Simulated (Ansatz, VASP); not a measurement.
# GaN: VASP beside Ansatz

One calculation is typed for both programs; each brings its own data sets. How far apart do they land? The cell is taken from a series of runs on this material, whose earlier steps may have relaxed, scaled, displaced or heated it; both programs get it as it stands.

Program: Ansatz 0.2.0. Level of theory: plane waves, with VASP 6.6.1 beside it; zone-centre phonons at LDA. Results are calculated unless marked as measured.

### Step 1. Set-up

Symmetry: F-43m, No. 216, cubic system. Conventional cell: a = 4.455 Å, b = 4.455 Å, c = 4.455 Å, α = 90.00°, β = 90.00°, γ = 90.00°. N has 4 Ga at 1.93 Å nearest. Nearest to Ga lie 4 N at 1.93 Å. Farther neighbours and most contacts between anions are not listed.

### Step 2. VASP: zone-centre phonons, LDA

Second derivatives magnify differences that forces hide, and they need a tight electronic threshold.

Lines of VASP's logs that name or quote its potential files are left out, and so is its time.

File INCAR:

```
SYSTEM = GaN
PREC = Accurate
ENCUT = 600
EDIFF = 1E-08
NELM = 120
ISMEAR = -1
SIGMA = 0.03
LREAL = .FALSE.
ALGO = Normal
GGA = CA
NELECT = 18.033162
NBANDS = 15
LORBIT = 11
LWAVE = .FALSE.
LCHARG = .FALSE.
ISIF = 2
IBRION = 8
LASPH = .TRUE.
GGA_COMPAT = .FALSE.
KPAR = 2
```

File POSCAR:

```
GaN
1.0
    0.0000000000      2.2276025113      2.2276025113
    2.2276025113      0.0000000000      2.2276025113
    2.2276025113      2.2276025113      0.0000000000
N Ga
1 1
Direct
    0.2500000000      0.2500000000      0.2500000000
    0.0000000000      0.0000000000      0.0000000000
```

File KPOINTS:

```
Automatic mesh
0
Gamma
30 30 30
0 0 0
```

Potentials, in the order of the species: N and Ga_d (LDA family, release 64).

Launch:

```console
> mpirun -np 2 vasp_std
```

Numbers of over 12 decimals in the logs are rounded to 6 here.

Log:

```text
[banner, memory and clock lines left out]
running    2 mpi-ranks, on    1 nodes
 distrk:  each k-point on    1 cores,    2 groups
 distr:  one band on    1 cores,    1 groups

 POSCAR found type information on POSCAR N Ga
 POSCAR found :  2 types and       2 ions
 LDA part: xc-table for (Slater(with rela. corr.)+CA(PZ))
 , standard interpolation
 POSCAR, INCAR and KPOINTS ok, starting setup
 FFT: planning ... GRIDC
 FFT: planning ... GRID_SOFT
 FFT: planning ... GRID
 WAVECAR not read
 entering main loop
       N       E                     dE             d eps       ncg     rms          rms(c)
DAV:   1     0.890559719953E+02    0.89056E+02   -0.10268E+04 24963   0.236E+03
DAV:   2    -0.932479063221E+01   -0.98381E+02   -0.91362E+02 25781   0.363E+02
DAV:   3    -0.157137037591E+02   -0.63889E+01   -0.63598E+01 25115   0.776E+01
DAV:   4    -0.157881216951E+02   -0.74418E-01   -0.74396E-01 28591   0.885E+00
DAV:   5    -0.157890573758E+02   -0.93568E-03   -0.93567E-03 26356   0.945E-01BRMIX: very serious problems
 the old and the new charge density differ
 old charge density:    18.00000 new   18.03316
BRMIX: very serious problems
 the old and the new charge density differ
 old charge density:    18.00000 new   18.03316
    0.769E+00
DAV:   6    -0.137227439603E+02    0.20663E+01   -0.53518E+00 33889   0.444E+01    0.267E+00
DAV:   7    -0.136959446482E+02    0.26799E-01   -0.27374E-01 26333   0.651E+00    0.168E+00
DAV:   8    -0.136710747869E+02    0.24870E-01   -0.70582E-02 27089   0.300E+00    0.701E-01
DAV:   9    -0.136677197771E+02    0.33550E-02   -0.13117E-02 30817   0.255E+00    0.199E-01
DAV:  10    -0.136677456533E+02   -0.25876E-04   -0.16658E-03 28453   0.604E-01    0.740E-02
DAV:  11    -0.136676852671E+02    0.60386E-04   -0.20744E-04 34415   0.268E-01    0.116E-02
DAV:  12    -0.136676871350E+02   -0.18679E-05   -0.16266E-05 26210   0.532E-02    0.244E-03
DAV:  13    -0.136676869941E+02    0.14096E-06   -0.10260E-06 35730   0.214E-02    0.140E-03
DAV:  14    -0.136676870015E+02   -0.74629E-08   -0.70654E-08 25514   0.244E-03
   1 F= -.13667687E+02 E0= -.13667529E+02  d E =-.315611E-03
 Linear response reoptimize wavefunctions to high precision
DAV:   1    -0.136676870011E+02    0.44611E-09   -0.22651E-09 21018   0.674E-04
DAV:   2    -0.136676870011E+02   -0.75033E-10   -0.70196E-10 14794   0.251E-04
 Linear response DOF=           2
 Linear response progress:
  Degree of freedom:   1/  2
       N       E                     dE             d eps       ncg     rms          rms(c)
RMM:   1    -0.236146394883E+00   -0.23615E+00    0.92656E-02263207   0.404E+00
RMM:   2    -0.227165690612E+00    0.89807E-02   -0.87558E-03194123   0.104E+00    0.144E-01
RMM:   3    -0.228244059561E+00   -0.10784E-02   -0.15640E-03215005   0.339E-01    0.705E-02
RMM:   4    -0.229471224765E+00   -0.12272E-02   -0.36588E-04213638   0.134E-01    0.173E-02
RMM:   5    -0.229549548168E+00   -0.78323E-04   -0.11803E-05220291   0.309E-02    0.275E-03
RMM:   6    -0.229500416069E+00    0.49132E-04   -0.75277E-07215829   0.800E-03    0.116E-03
RMM:   7    -0.229495249091E+00    0.51670E-05   -0.45455E-08227133   0.196E-03    0.263E-04
RMM:   8    -0.229492978223E+00    0.22709E-05   -0.12779E-08223647   0.532E-04    0.265E-05
RMM:   9    -0.229492663058E+00    0.31517E-06   -0.44018E-09227371   0.160E-04    0.107E-05
RMM:  10    -0.229492816297E+00   -0.15324E-06   -0.41928E-09223787   0.703E-05    0.102E-06
RMM:  11    -0.229492807347E+00    0.89505E-08   -0.37394E-09224447   0.381E-05    0.328E-07
 first order change of Fermi-energy   0.80540E-04
 force on displaced ion       1 direction 1 : -13.334   0.000   0.000
 Linear response progress:
  Degree of freedom:   2/  2
       N       E                     dE             d eps       ncg     rms          rms(c)
RMM:   1    -0.163252902285E+00   -0.16325E+00    0.28980E-01143100   0.936E+00
RMM:   2    -0.161045780661E+00    0.22071E-02   -0.34785E-02219693   0.169E+00    0.555E-02
RMM:   3    -0.161271103503E+00   -0.22532E-03   -0.24725E-03221743   0.398E-01    0.337E-02
RMM:   4    -0.160894391278E+00    0.37671E-03   -0.16513E-04233221   0.111E-01    0.356E-03
RMM:   5    -0.160907296643E+00   -0.12905E-04   -0.51405E-06238724   0.321E-02    0.216E-03
RMM:   6    -0.160903380176E+00    0.39165E-05    0.28293E-06239375   0.101E-02    0.308E-04
RMM:   7    -0.160903588696E+00   -0.20852E-06    0.18074E-06242123   0.350E-03    0.184E-04
RMM:   8    -0.160903763637E+00   -0.17494E-06    0.13028E-06241365   0.121E-03    0.363E-05
RMM:   9    -0.160903720556E+00    0.43081E-07    0.58279E-07241812   0.454E-04    0.105E-05
RMM:  10    -0.160903648243E+00    0.72313E-07    0.36331E-07240520   0.189E-04    0.232E-06
RMM:  11    -0.160903656969E+00   -0.87257E-08    0.16253E-07243772   0.890E-05    0.578E-07
RMM:  12    -0.160903662252E+00   -0.52835E-08    0.11031E-07235536   0.527E-05    0.358E-07
RMM:  13    -0.160903669167E+00   -0.69146E-08    0.82250E-09214798   0.382E-05    0.783E-08
 first order change of Fermi-energy  -0.37386E-05
 force on displaced ion       2 direction 1 : -13.318  -0.000  -0.000
 Linear response finished
```

Parts of OUTCAR (step 2):

```text
NELECT = 18.033162

 ion  position               nearest neighbor table
   1  0.250  0.250  0.250-   2 1.93   2 1.93   2 1.93   2 1.93
   2  0.000  0.000  0.000-   1 1.93   1 1.93   1 1.93   1 1.93

  LATTYP: Found a face centered cubic cell.
 ALAT       =     4.4552050226

 Subroutine GETGRP returns: Found 24 space group operations
 (whereof 24 operations were pure point group operations)

The static configuration has the point symmetry T_d .

 Found    752 irreducible k-points:

   k-points           NKPTS =    752   k-points in BZ     NKDIM =    752   number of bands    NBANDS=     15

   dimension x,y,z NGX =    28 NGY =   28 NGZ =   28
   dimension x,y,z NGXF=    56 NGYF=   56 NGZF=   56

   ENCUT  =  600.0 eV  44.10 Ry    6.64 a.u.   6.29  6.29  6.29*2*pi/ulx,y,z

 k-points in reciprocal lattice and weights: Automatic mesh
   0.00000000  0.00000000  0.00000000       0.000
   0.03333333  0.00000000  0.00000000       0.000
   0.06666667  0.00000000  0.00000000       0.000
   0.10000000  0.00000000  0.00000000       0.000
   0.13333333  0.00000000  0.00000000       0.000
   0.16666667  0.00000000  0.00000000       0.000
   0.20000000  0.00000000  0.00000000       0.000
   0.23333333  0.00000000  0.00000000       0.000
   0.26666667  0.00000000  0.00000000       0.000
[...]
-0.26666667  0.46666667  0.23333333       0.001
  -0.26666667  0.50000000  0.23333333       0.000

 average (electrostatic) potential at core
       1 -61.5960       2 -64.3747

  Total        0.7006122      0.7006122      0.7006122      0.0000000      0.0000000     -0.0000000
  in kB       50.7744484     50.7744484     50.7744484      0.0000000      0.0000000     -0.0000000
  external PRESSURE =      50.7744484 kB  Pullay stress =       0.0000000 kB

  energy-cutoff  :      600.00
  volume of cell :       22.11
      direct lattice vectors                 reciprocal lattice vectors
     0.000000000  2.227602511  2.227602511    -0.224456561  0.224456561  0.224456561
     2.227602511  0.000000000  2.227602511     0.224456561 -0.224456561  0.224456561
     2.227602511  2.227602511  0.000000000     0.224456561  0.224456561 -0.224456561

 POSITION                                       TOTAL-FORCE (eV/Angst)
 -----------------------------------------------------------------------------------
      1.11380      1.11380      1.11380         0.000000     -0.000000      0.000000
      0.00000      0.00000      0.00000        -0.000000      0.000000     -0.000000
 -----------------------------------------------------------------------------------
    total drift:                               -0.000000     -0.000000      0.000000

 Eigenvectors and eigenvalues of the dynamical matrix
 ----------------------------------------------------

   1 f  =   16.716537 THz   105.033097 2PiTHz  557.603640 cm-1    69.134009 meV
             X         Y         Z           dx          dy          dz
      1.113801  1.113801  1.113801     0.000000    0.912653    0.000000
      0.000000  0.000000  0.000000     0.000000   -0.408735    0.000000

   2 f  =   16.716537 THz   105.033097 2PiTHz  557.603640 cm-1    69.134009 meV
             X         Y         Z           dx          dy          dz
      1.113801  1.113801  1.113801     0.912653    0.000000    0.000000
      0.000000  0.000000  0.000000    -0.408735    0.000000    0.000000

   3 f  =   16.716537 THz   105.033097 2PiTHz  557.603640 cm-1    69.134009 meV
             X         Y         Z           dx          dy          dz
      1.113801  1.113801  1.113801     0.000000    0.000000    0.912653
      0.000000  0.000000  0.000000     0.000000    0.000000   -0.408735

   4 f/i=    0.003675 THz     0.023091 2PiTHz    0.122588 cm-1     0.015199 meV
             X         Y         Z           dx          dy          dz
      1.113801  1.113801  1.113801     0.000000   -0.408735    0.000000
      0.000000  0.000000  0.000000     0.000000   -0.912653    0.000000

   5 f/i=    0.003675 THz     0.023091 2PiTHz    0.122588 cm-1     0.015199 meV
             X         Y         Z           dx          dy          dz
      1.113801  1.113801  1.113801    -0.408735    0.000000    0.000000
      0.000000  0.000000  0.000000    -0.912653    0.000000    0.000000

   6 f/i=    0.003675 THz     0.023091 2PiTHz    0.122588 cm-1     0.015199 meV
             X         Y         Z           dx          dy          dz
      1.113801  1.113801  1.113801     0.000000    0.000000   -0.408735
      0.000000  0.000000  0.000000     0.000000    0.000000   -0.912653

 ELASTIC MODULI CONTR FROM IONIC RELAXATION (kBar)
 Direction    XX          YY          ZZ          XY          YZ          ZX
 --------------------------------------------------------------------------------
 XX          -0.0000     -0.0000      0.0000     -0.0000      0.0000     -0.0000
 YY          -0.0000     -0.0000     -0.0000     -0.0000     -0.0000     -0.0000
 ZZ           0.0000     -0.0000     -0.0000      0.0000     -0.0000     -0.0000
 XY          -0.0000     -0.0000      0.0000   -458.3750     -0.0000     -0.0000
 YZ           0.0000     -0.0000     -0.0000     -0.0000   -458.3750      0.0000
 ZX          -0.0000     -0.0000     -0.0000     -0.0000      0.0000   -458.3750
 --------------------------------------------------------------------------------
```

The cell is charged against a uniform background.

### Step 3. Ansatz: zone-centre phonons, LDA

Ansatz runs on its PAW soft_1 files.

The same cell, functional (in two slightly different forms), mesh and smearing now go to Ansatz, which takes its cutoff from its data sets.

File input.yaml:

```yaml
crystal:
  lattice:
    - [0.0, 2.2276025113, 2.2276025113]
    - [2.2276025113, 0.0, 2.2276025113]
    - [2.2276025113, 2.2276025113, 0.0]
  atoms:
    - { symbol: "N", position: [0.25, 0.25, 0.25] }
    - { symbol: Ga, position: [0.0, 0.0, 0.0] }
total_charge: -0.033162
kpoints:
  mp_grid: { grid: [30, 30, 30] }
hamiltonian:
  xc: lda
  pseudopotentials: { kind: paw, azcp: { folder: soft_1 }, xc_functional: pbe }
scf:
  occupations: { method: fermi_dirac, width: 0.03 }
output:
  eigenvalues: true
phonons:
  method: dfpt
```

Launch:

```console
> ansatz run input.yaml --threads 8 --pin off --max-ram 16384MiB --backend cpu --events-out ev --progress --plain --runs-dir out
```

Log:

```text
zone centre: on kpoints.mp_grid the ground state, and the responses unless they are solved on pairs of k-points, stand on 1992 of the mesh's 27000 k-points, reduced under 8 symmetry operations, with k and −k counted as one. Each operation leaves every solved displacement unchanged or reverses it
Engine: ansatz 0.2.0, aarch64-unknown-linux-gnu
Pseudopotentials: kind: paw
Pseudopotential: N, paw, valence charge 5, recommended cutoff 420 eV (normal), soft_1/N.paw.azcp
Pseudopotential: Ga, paw, valence charge 13, recommended cutoff 420 eV (normal), soft_1/Ga.paw.azcp
Functional definition: SPW92
  exchange = slater_x
  correlation = pw_c
Crystal: 2 atoms, lattice volume = 22.108 Å³
Basis set: ecut = 420 eV, 411 PW (Γ), exchange–correlation on 48×48×48 points (8 copies of the dense FFT grid, shifted against one another)
Bands: 14, of which v1, the nominal top of the filled ones, is band 9 counted from 1 (8 counted from 0)
Symmetry: 24 space group operations
k-points: 1992 of 27000 (irreducible under 8 space group operations, time reversal used)
Non-local potential: N, projectors of the file, l = 0: 2, l = 1: 2, l = 2: 1
Non-local potential: Ga, projectors of the file, l = 0: 2, l = 1: 2, l = 2: 3, l = 3: 1
PAW form: soft (Blöchl's): semilocal exchange-correlation on the pseudo side does not see the compensation charge
PAW frozen core: N, regenerated for the run's functional, and the local potential with it (the file was generated under x = pbe(κ = 0.804, μ = 0.219515), c = pbe(β = 0.066725))
PAW frozen core: Ga, regenerated for the run's functional, and the local potential with it (the file was generated under x = pbe(κ = 0.804, μ = 0.219515), c = pbe(β = 0.066725))
PAW one-centre angular grid: N, 110 points (default); XC on 64 Gauss nodes
PAW one-centre angular grid: Ga, 590 points (default); XC on 64 Gauss nodes
Initial density: superposition of atomic densities (chi_scale 0.1, normalization cell, long waves kept (reshape's long-wave potential 0.00 eV rms))
Initial wavefunctions: pseudopotential atomic-orbital guess
Functional: x = slater, c = lda
SCF iter   1: F=—  HF=-4082.259344 eV  |F-HF|=—  |Δ(HF+E_count)|=         —  Δρ=1.02e-1  dr2=2.13e0  ethr=3.10e-3  ⟨swp⟩=4.7  Hψ=137857  notcnv=0
preconditioner: auto → none  [metal: Δε(μ)=0.022 eV  Ē_g=20.423 eV  σ=0.030 eV  W_gap=0.18  n_scr=8 (ndim 8)  ℏωp=33.5 eV  f_vac=0.000  D(μ)=0.07/eV (n_scr^D=0)  sad-step TF]
SCF iter   2: F=—  HF=-4081.959394 eV  |F-HF|=—  |Δ(HF+E_count)|=   3.00e-1  Δρ=6.58e-2  dr2=9.96e-1  ethr=3.10e-3  ⟨swp⟩=2.0  Hψ=51400  notcnv=0  defer=1727
SCF iter   3: F=—  HF=-4081.672517 eV  |F-HF|=—  |Δ(HF+E_count)|=   2.87e-1  Δρ=6.34e-3  dr2=5.55e-3  ethr=3.10e-3  ⟨swp⟩=2.1  Hψ=40804  notcnv=0  defer=1727
SCF iter   4: F=—  HF=-4081.668175 eV  |F-HF|=—  |Δ(HF+E_count)|=   4.34e-3  Δρ=5.70e-3  dr2=3.49e-3  ethr=3.08e-5  ⟨swp⟩=2.1  Hψ=68233  notcnv=0  defer=1742
SCF iter   5: F=—  HF=-4081.666536 eV  |F-HF|=—  |Δ(HF+E_count)|=   1.64e-3  Δρ=2.27e-3  dr2=5.00e-4  ethr=1.93e-5  ⟨swp⟩=2.0  Hψ=50300  notcnv=0  defer=1742
SCF iter   6: F=—  HF=-4081.666226 eV  |F-HF|=—  |Δ(HF+E_count)|=   3.10e-4  Δρ=4.88e-4  dr2=2.52e-5  ethr=2.77e-6  ⟨swp⟩=2.0  Hψ=40795  notcnv=0  defer=1742
SCF iter   7: F=—  HF=-4081.666211 eV  |F-HF|=—  |Δ(HF+E_count)|=   1.54e-5  Δρ=5.64e-5  dr2=3.21e-7  ethr=1.40e-7  ⟨swp⟩=2.1  Hψ=39658  notcnv=0  defer=1742
SCF iter   8: F=—  HF=-4081.666211 eV  |F-HF|=—  |Δ(HF+E_count)|=   1.98e-7  Δρ=3.35e-6  dr2=7.73e-10  ethr=1.78e-9  ⟨swp⟩=2.0  Hψ=43998  notcnv=0  defer=1740
SCF iter   9: F=-4081.666211 eV  HF=-4081.666211 eV  |F-HF|=6.82e-12  |Δ(HF+E_count)|=  5.08e-10  Δρ=2.13e-7  dr2=6.82e-12  ethr=1.00e-12  ⟨swp⟩=8.5  Hψ=153001  notcnv=0
SCF 1 converged in 9 iterations: F = -4081.666211 eV  dr2 = 6.82e-12
  greatest PAW one-centre occupation: 0.996 electrons in one spin orbital (limit 2), on the Ga atom at site 1 (counted from 0), in its partial waves of l = 2
DFPT response loops at Γ: preconditioner auto → Kerker (q_TF=auto, 2.637 Å⁻¹) (partly filled bands, converged f_vac=0.000); β = 1.00, the filter's whole step (`scf.mixing.beta` (0.50) is not read by the response loops under this deck's `scf.mixing.preconditioner`; to damp them name `kerker` or `kerker_dos`, under which they read `scf.mixing.beta`, and type it under 1.00, their step now; both keys bind the ground state too); Broyden in place of MSR1
SCF converged after 9 iterations
Free energy (F): -4081.666211 eV
Harris-Foulkes:  -4081.666211 eV  (|F-HF|=6.82e-12)
Internal energy: -4081.665903 eV  (E = F + TS)
E sigma→0 (E₀):  -4081.666057 eV
Entropy (-TS):   -0.000308 eV (-0.154 meV/atom)
Fermi energy:    13.118172 eV
--- Per-component energies (eV) ---
  E_band       = -4.480221
  E_kinetic    = 242.428355
  E_local      = -1390.008578  (includes V_loc(G=0)·N_el)
  E_nonlocal   = -51.764682
  E_hartree    = 883.230775
  E_xc         = -122.306876
  E_vxc        = -132.025661  (∫ρ·V_xc dr)
  E_paw        = -2039.163593  (= ΣΔE_a)
  E_vpaw       = -439.571959  (= ΣTr[D̂ρ^β])
  E_aug_tail   = 0.000638  (compensation charges beyond the density's cutoff)
  E_ewald      = -1605.890465
  E_core_change = 1.808525  (= ΣΔE_core)
  E_smearing   = -0.000308  (= −TS)
  E_closure    = 0.000000  (closes the sum)
  E_deformation_potential = -0.617329  (in the stress; not in F)
  Σ components = -4081.666211   (vs F -4081.666211, Δ=0.00e0)
--- Band table (eV; the first three rows and the last of 1992) ---
  k-point 0: bands = [... 5 lower, -3.4797, 9.8155, 9.8155, 9.8155, 11.7588, 20.1292, 20.1292, 20.1292, ... 1 higher]
  k-point 1: bands = [... 5 lower, -3.4800, 9.6525, 9.8023, 9.8023, 11.8915, 20.0625, 20.1504, 20.1504, ... 1 higher]
  k-point 2: bands = [... 5 lower, -3.4805, 9.2519, 9.7634, 9.7634, 12.2022, 19.8806, 20.2108, 20.2108, ... 1 higher]
  k-point 1991: bands = [... 5 lower, -1.2767, 3.8838, 5.9208, 5.9469, 15.9335, 18.3609, 20.2700, 20.8566, ... 1 higher]
--- Phonons (Γ-DFPT): 2 representative perturbations + reference, on 1992 of 27000 k-points (Σ response iterations 6) ---
  k mesh reduced under 8 symmetry operations, with k and −k counted as one. Each operation leaves every solved displacement unchanged or reverses it
  ASR residual: 1.060e-4 → 0.000e0 eV/Å²; symmetrization residual: 4.482e-7 eV/Å²
  ASR residual per site (eV/Å²): 1.06e-4 9.96e-5
  Γ frequencies (cm⁻¹): 0.00 0.00 0.00 552.63 552.63 552.63
  non-analytic LO–TO correction: not included (Born effective charges unavailable; polar crystals: no LO–TO splitting at Γ)
```

### Step 4. Side by side

Known differences besides the potentials themselves: the two LDA forms differ slightly; the cutoff is 420 eV in Ansatz and 600 eV in VASP; VASP's log shows a relativistic correction to its local exchange, Ansatz's none. Total energies have different zeros and are not compared.

Both answers:

```csv
quantity,Ansatz,VASP,difference
optical mode 1 to 3 (cm⁻¹),552.6,557.6,-0.89 %
```

Modes are paired by rising frequency, not by their patterns, so a pair may set unlike modes beside each other; they are those without the splitting of longitudinal modes. The cell carries a charge of -0.033162 e against a uniform background, so its pressure also hangs on how the neutralising background is counted, and in a defect's cell a gap may be the spacing between its levels.

### Step 5. Results

```yaml
r_m_s_difference_of_the_optical_zone_centre_modes_each_program_s_sorted_by_frequency_zone_centre_phonons_lda: 5.0 cm⁻¹
difference_in_optical_mode_1_to_3_zone_centre_phonons_lda: -0.9 %
```

What this shows: The r.m.s. difference of the optical zone-centre modes, each program's sorted by frequency is 5.0 cm⁻¹ (zone-centre phonons, LDA). Among the rows given in per cent, the largest difference of the zone-centre phonons, LDA pair is in optical mode 1 to 3, -0.9 %. Such differences can come from data sets, numerical settings and the points named under the comparisons, not from the functional's error against experiment.

[Lines on the potential files, build, host, timing and source positions are cut from VASP's logs without a mark.]

[Logs are printed without paths, hosts, clocks, repeated set-up lines and the standing remarks that a program may print on its own settings, such as how far it seeks lower states.]

[Hosts, paths, dates, database ids (printed as entryN), source tags and the programs' standing remarks are cut or masked in the printed files.]
